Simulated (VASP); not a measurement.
Here is the system:

```xyz
4
Lattice="3.9984 0.0000 0.0000 0.0000 3.9984 0.0000 0.0000 0.0000 3.9984" Properties=species:S:1:pos:R:3 pbc="T T T"
Ti     0.0000     0.0000     0.0000
Pt     0.0000     1.9992     1.9992
Pt     1.9992     0.0000     1.9992
Pt     1.9992     1.9992     0.0000
```

The numbers are results of PBE GGA, VASP's PBE PAW potentials (set 64) (plane waves; VASP), not measurements. Settings: 400 eV cut-off, 7×7×7 Γ-centred mesh, first-order Methfessel-Paxton smearing of 0.10 eV, potentials Ti_sv Pt.

Unless said otherwise, spin-orbit coupling is left out, though it shifts the bands of the heavy elements here.

Question: Predict the energy per atom (σ→0), pressure, band gap (on the k-mesh) with the smallest direct gap where there is one.

Answer: 
The band gap (on the k-mesh) comes out as none (metal, semimetal or under 0.01 eV). The energy per atom (σ→0) is -7.369 eV/atom and the pressure is -8.54 GPa.

Total energies compare only between runs with the same potentials, cut-off and functional.

The compound is Pt3Ti in the L1_2 structure. The cell was not relaxed at this level.
